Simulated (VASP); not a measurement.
Runs of VASP 6.6.1 on OH2. The cell holds a molecule in a box, 3 atoms: a = 12.015 Å, b = 12.515 Å, c = 13.015 Å, α = 90.00°, β = 90.00°, γ = 90.00°. 

```csv
level,gap on the mesh (eV),largest force (eV/Å)
RPBE,6.08,0.04
RPBE+D3(BJ),6.08,0.04
optB86b-vdW,(a),0.05
PBE,6.21,0.01
```

Alike in all rows: task single point; potentials or basis VASP PAW PBE potentials, release 64 (O, H); no spin polarisation; cell as given; k mesh 1 × 1 × 1; cutoff (eV) 400; smearing gaussian 0.01 eV.

Question: Estimate the missing entries.

Answer: (a) 6.03.

Caveats: the PAW data sets were made with another functional, which shifts forces and pressure a little (some runs).

A k mesh can miss the band edges.

Not every run made on this cell is shown here.
